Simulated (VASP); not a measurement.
# AlGeIO2 with optPBE-vdW: from relaxation to properties, part 3 of 3

Aim: relax AlGeIO2, then compute properties on the relaxed cell. The cell is invented: it takes the structure of a Materials Project entry for SbPbIO2 (space group 107 there), with some of its atoms replaced by other elements, volume scaled by an estimate. It may not be a known or stable phase.

VASP 6.6.1; optPBE-vdW; plane waves and PAW (I, Ge_d, Al, O); invented cell.

So far, gap on the k-mesh (eV): step 2 (rough relaxation of the start cell) 1.51; step 3 (relaxing cell and atoms (optPBE-vdW)) 1.52. The relaxed cell has a = 3.740, c = 12.746 Å (conventional setting).

### Step 5. Band structure (optPBE-vdW)

Levels along the symmetry lines show where the bands peak and cross; KPOINTS_OPT computes them in the converged potential.

Contents of INCAR:

```
SYSTEM = AlGeIO2
PREC = Accurate
ENCUT = 520
EDIFF = 1E-06
NELM = 100
ISMEAR = 0
SIGMA = 0.05
LREAL = .FALSE.
ALGO = Normal
GGA = OR
AGGAC = 0
LUSE_VDW = .TRUE.
LASPH = .TRUE.
NBANDS = 33
LORBIT = 11
LWAVE = .FALSE.
LCHARG = .FALSE.
KPAR = 2
```

Contents of POSCAR:

```
AlGeIO2
1.0
   -1.8699347037      1.8699347037      6.3729280432
    1.8699347037     -1.8699347037      6.3729280432
    1.8699347037      1.8699347037     -6.3729280432
I Ge Al O
1 1 1 2
Direct
    0.0155372484      0.0155372484      0.0000000000
    0.6583990131      0.6583990131      0.0000000000
    0.2754632352      0.2754632352      0.0000000000
    0.7617007517      0.2617007517      0.5000000000
    0.2617007517      0.7617007517      0.5000000000
```

Contents of KPOINTS:

```
Automatic mesh
0
Gamma
10 10 10
0 0 0
```

Contents of KPOINTS_OPT:

```
Line mode
16
Line-mode
Reciprocal
  0.00000000   0.00000000   0.00000000 GAMMA
  0.00000000   0.00000000   0.50000000 X

  0.00000000   0.00000000   0.50000000 X
 -0.04304720   0.04304720   0.50000000 Y

 -0.04304720   0.04304720   0.50000000 Y
 -0.27152360   0.27152360   0.27152360 S

 -0.27152360   0.27152360   0.27152360 S
  0.00000000   0.00000000   0.00000000 GAMMA

  0.00000000   0.00000000   0.00000000 GAMMA
  0.50000000   0.50000000  -0.50000000 Z

  0.50000000   0.50000000  -0.50000000 Z
  0.27152360   0.72847640  -0.27152360 S1

  0.27152360   0.72847640  -0.27152360 S1
  0.00000000   0.50000000   0.00000000 N

  0.00000000   0.50000000   0.00000000 N
  0.25000000   0.25000000   0.25000000 P

  0.25000000   0.25000000   0.25000000 P
  0.50000000   0.50000000  -0.04304720 Y1

  0.50000000   0.50000000  -0.04304720 Y1
  0.50000000   0.50000000  -0.50000000 Z

  0.00000000   0.00000000   0.50000000 X
  0.25000000   0.25000000   0.25000000 P
```

The projector-augmented-wave data sets are I, Ge_d, Al and O (PBE family, release 64).

Run with:

```console
> mpirun -np 2 vasp_std
```

The program printed:

```text
[... set-up lines as in an earlier step ...]
 entering main loop
       N       E                     dE             d eps       ncg     rms          rms(c)
DAV:   1     0.305272843950E+03    0.30527E+03   -0.15834E+04  8919   0.184E+03
DAV:   2     0.260633268315E+02   -0.27921E+03   -0.25848E+03  7306   0.617E+02
DAV:   3    -0.188135112073E+02   -0.44877E+02   -0.44338E+02  8049   0.119E+02
DAV:   4    -0.208718531395E+02   -0.20583E+01   -0.20562E+01  8084   0.291E+01
DAV:   5    -0.209219058187E+02   -0.50053E-01   -0.50046E-01  8319   0.477E+00    0.125E+01
DAV:   6    -0.165982361132E+02    0.43237E+01   -0.11589E+01  8522   0.309E+01    0.489E+00
DAV:   7    -0.165454266306E+02    0.52809E-01   -0.12085E+00  7484   0.563E+00    0.270E+00
DAV:   8    -0.165168759704E+02    0.28551E-01   -0.27617E-01  8005   0.301E+00    0.781E-01
DAV:   9    -0.165121510616E+02    0.47249E-02   -0.18171E-02 10287   0.942E-01    0.403E-01
DAV:  10    -0.165136089026E+02   -0.14578E-02   -0.40856E-03  7363   0.328E-01    0.773E-02
DAV:  11    -0.165137372735E+02   -0.12837E-03   -0.49434E-04  9021   0.135E-01    0.304E-02
DAV:  12    -0.165137657895E+02   -0.28516E-04   -0.83835E-05  7674   0.495E-02    0.176E-02
DAV:  13    -0.165137749351E+02   -0.91456E-05   -0.17195E-05  8255   0.230E-02    0.379E-03
DAV:  14    -0.165137760171E+02   -0.10820E-05   -0.13371E-06  7256   0.623E-03    0.177E-03
DAV:  15    -0.165137761993E+02   -0.18218E-06   -0.28875E-07  5781   0.297E-03
   1 F= -.16513776E+02 E0= -.16513776E+02  d E =-.468546E-18
 Start KPOINTS_OPT (optional k-point list driver)
k-point batch [1-102\176]
       N       E                     dE             ncg
DAV:   1     0.713794206693E+04   -0.73154E+05     9006
DAV:   2    -0.203602413583E+05   -0.27498E+05     7314
DAV:   3    -0.248046554270E+05   -0.44444E+04     8060
DAV:   4    -0.250092679224E+05   -0.20461E+03     8127
DAV:   5    -0.250144114831E+05   -0.51436E+01     8336
DAV:   6    -0.250146247898E+05   -0.21331E+00     8519
DAV:   7    -0.250146371748E+05   -0.12385E-01     9487
DAV:   8    -0.250146373995E+05   -0.22469E-03     8127
DAV:   9    -0.250146374073E+05   -0.77907E-05     6246
DAV:  10    -0.250146374078E+05   -0.50316E-06     5627
k-point batch [103-176\176]
       N       E                     dE             ncg
DAV:   1     0.219772757637E+05   -0.81024E+05     6500
DAV:   2     0.214774363663E+04   -0.19830E+05     5452
DAV:   3    -0.100957661590E+04   -0.31573E+04     5922
DAV:   4    -0.115355835506E+04   -0.14398E+03     5949
DAV:   5    -0.115727984637E+04   -0.37215E+01     6184
DAV:   6    -0.115742668660E+04   -0.14684E+00     6174
DAV:   7    -0.115743478194E+04   -0.80953E-02     6967
DAV:   8    -0.115743493852E+04   -0.15658E-03     5816
DAV:   9    -0.115743494332E+04   -0.47953E-05     4462
DAV:  10    -0.115743494362E+04   -0.29845E-06     4104
```

Wall time 10 min (2 MPI ranks of Intel Xeon 6975P-C (Granite Rapids), shared host); peak memory 2.6 GiB.

Parts of OUTCAR (step 5):

```text
   k-points           NKPTS =    102   k-points in BZ     NKDIM =    102   number of bands    NBANDS=     33

   NELECT =      36.0000    total number of electrons

 E-fermi :   5.3005

 k-point     1 :       0.0000    0.0000    0.0000
  band No.  band energies     occupation
    ...
     14       2.0789      2.00000
     15       2.1248      2.00000
     16       3.1231      2.00000
     17       4.2338      2.00000
     18       4.2338      2.00000
     19       6.5222      0.00000
     20       7.8039      0.00000
     21       9.5517      0.00000
     22       9.5517      0.00000
     23      11.1328      0.00000
    ...

Total vdW correction in eV:      7.0395989

  Total        0.0298435      0.0298435      0.0457516      0.0000000      0.0000000      0.0000000
  in kB        0.5364249      0.5364249      0.8223657      0.0000000      0.0000000      0.0000000
  external PRESSURE =       0.6317385 kB  Pullay stress =       0.0000000 kB

 POSITION                                       TOTAL-FORCE (eV/Angst)
 -----------------------------------------------------------------------------------
      0.00000      0.00000      0.19804         0.000000      0.000000      0.009044
      0.00000      0.00000      8.39186         0.000000      0.000000     -0.003871
      0.00000      0.00000      3.51101        -0.000000     -0.000000      0.006508
      0.00000      1.86993      3.33560         0.000000     -0.000000     -0.005840
      1.86993      0.00000      3.33560        -0.000000      0.000000     -0.005840
 -----------------------------------------------------------------------------------
    total drift:                                0.000000      0.000000      0.001564

  FREE ENERGIE OF THE ION-ELECTRON SYSTEM (eV)
  ---------------------------------------------------
  free  energy   TOTEN  =       -16.5137761993 eV

  energy  without entropy=      -16.5137761993  energy(sigma->0) =      -16.51377620

Total vdW correction in eV:      7.0396017

[... 8 parts as in an earlier step ...]

[... 8 further parts left out ...]
```

Spin-orbit coupling is off here; with elements this heavy it splits and shifts levels by tenths of an eV or more.

This step gave:

| Item | Value |
| --- | --- |
| bands | 33 |
| Fermi energy | 5.301 eV |
| pressure | 0.06317 GPa |
| least gap on mesh and path | 1.515 eV |
| least direct gap on mesh and path | 2.280 eV |
| valence top at k | -0.2534, 0.2534, 0.2534 |
| least direct gap at k | 0, 0, 0.1667 |

Electronic bands along the path, in eV, zero at the valence-band top; v1 is the highest filled band, c1 the lowest empty one:

| point | v4 | v3 | v2 | v1 | c1 | c2 | c3 | c4 |
| --- | --- | --- | --- | --- | --- | --- | --- | --- |
| Γ | -2.88 | -1.88 | -0.77 | -0.77 | 1.52 | 2.80 | 4.54 | 4.54 |
| 0.53 of the way | -2.44 | -1.91 | -1.72 | -0.60 | 2.60 | 3.51 | 3.61 | 4.68 |
| X | -3.10 | -2.55 | -1.84 | -1.65 | 2.51 | 2.60 | 3.49 | 4.13 |
| 0.47 of the way | -3.10 | -2.54 | -1.85 | -1.66 | 2.37 | 2.76 | 3.49 | 4.14 |
| Y | -3.07 | -2.50 | -1.87 | -1.70 | 2.21 | 2.99 | 3.51 | 4.17 |
| 0.47 of the way | -2.57 | -2.01 | -1.86 | -1.54 | 2.36 | 3.78 | 3.98 | 4.77 |
| S | -3.61 | -2.11 | -0.81 | -0.01 | 3.23 | 3.87 | 4.03 | 5.01 |
| 0.47 of the way | -3.05 | -1.81 | -0.59 | -0.35 | 2.13 | 4.29 | 4.33 | 4.38 |
| Γ | -2.88 | -1.88 | -0.77 | -0.77 | 1.52 | 2.80 | 4.54 | 4.54 |
| 0.47 of the way | -2.93 | -1.49 | -0.72 | -0.72 | 1.61 | 3.08 | 4.37 | 4.37 |
| Z | -2.93 | -1.25 | -0.66 | -0.66 | 1.87 | 3.34 | 4.16 | 4.16 |
| 0.53 of the way | -3.14 | -2.57 | -0.60 | -0.37 | 2.92 | 3.84 | 4.10 | 4.19 |
| S1 | -3.61 | -2.11 | -0.81 | -0.01 | 3.23 | 3.87 | 4.03 | 5.01 |
| 0.53 of the way | -3.66 | -1.97 | -0.84 | 0.00 | 3.09 | 3.94 | 4.03 | 5.05 |
| N | -3.70 | -1.89 | -0.85 | 0.00 | 3.03 | 3.97 | 4.03 | 5.06 |
| 0.47 of the way | -2.63 | -1.97 | -1.69 | -1.45 | 2.48 | 3.65 | 3.84 | 4.81 |
| P | -2.82 | -2.82 | -1.83 | -1.65 | 2.40 | 3.02 | 3.02 | 4.40 |
| 0.47 of the way | -3.00 | -2.63 | -1.84 | -1.66 | 2.39 | 2.81 | 3.33 | 4.28 |
| Y1 | -3.07 | -2.50 | -1.87 | -1.70 | 2.21 | 2.99 | 3.51 | 4.17 |
| 0.47 of the way | -2.57 | -2.51 | -2.01 | -0.79 | 2.93 | 3.81 | 4.01 | 4.72 |
| Z | -2.93 | -1.25 | -0.66 | -0.66 | 1.87 | 3.34 | 4.16 | 4.16 |
| jump to X | -3.10 | -2.55 | -1.84 | -1.65 | 2.51 | 2.60 | 3.49 | 4.13 |
| 0.47 of the way | -3.03 | -2.62 | -1.84 | -1.65 | 2.46 | 2.71 | 3.36 | 4.24 |
| P | -2.82 | -2.82 | -1.83 | -1.65 | 2.40 | 3.02 | 3.02 | 4.40 |

Of the projections kept (I, Ge, Al, O), the largest for each band there; the rest of the weight can lie on other orbitals:

| point | v4 | v3 | v2 | v1 | c1 | c2 | c3 | c4 |
| --- | --- | --- | --- | --- | --- | --- | --- | --- |
| Γ | O 0.53 | I 0.71 | I 0.90 | I 0.90 | Al 0.60 | Ge 0.67 | Ge 0.65 | Ge 0.65 |
| X | I 0.74 | I 0.59 | I 0.90 | O 0.99 | Al 0.53 | Ge 0.57 | Ge 0.49 | Ge 0.57 |
| Y | I 0.73 | I 0.61 | I 0.89 | O 0.98 | Ge 0.39 | Ge 0.40 | Ge 0.49 | Ge 0.58 |
| S | O 0.68 | I 0.61 | O 0.41 | I 0.99 | O 0.37 | Ge 0.37 | Ge 0.79 | Ge 0.57 |
| Γ | O 0.53 | I 0.71 | I 0.90 | I 0.90 | Al 0.60 | Ge 0.67 | Ge 0.65 | Ge 0.65 |
| Z | O 0.90 | I 0.40 | I 0.89 | I 0.89 | Ge 0.36 | Ge 0.43 | Ge 0.70 | Ge 0.70 |

The path finds the gap of the mesh within 0.02 eV, so the mesh comes close to both band edges.

### Step 6. What came out

| Quantity | Value |
| --- | --- |
| relaxed volume | 17.83 Å³/atom |
| relaxed conventional cell a, b, c | 3.740, 3.740, 12.746 Å |
| space group after relaxing, within 0.02 Å | I4mm (No. 107) |
| band gap | 1.52 eV, indirect (least direct gap of that run 2.28 eV) |

What this shows: With optPBE-vdW, AlGeIO2 relaxes to 17.83 Å³/atom in space group I4mm (held by the symmetry of the run) and has an indirect gap of 1.52 eV. Band structure (optPBE-vdW): The path shows an indirect gap of 1.52 eV (valence top between S and Γ, conduction bottom at Γ). The least direct gap is 2.28 eV. Spin-orbit coupling is left out, and with elements this heavy it would split and shift bands near the edges, and it can change the kind of a small gap. No search among competing phases was made. All values are for a static lattice at zero temperature.

[Lines on the potential files, build, host, timing and source positions are cut from VASP's logs without a mark.]

[Logs are printed without paths, hosts, clocks, repeated set-up lines and the standing remarks that a program may print on its own settings, such as how far it seeks lower states.]

[Hosts, paths, dates, database ids (printed as entryN), source tags and the programs' standing remarks are cut or masked in the printed files.]

[A measured line is paired with the nearest computed mode of its activity, which favours agreement.]
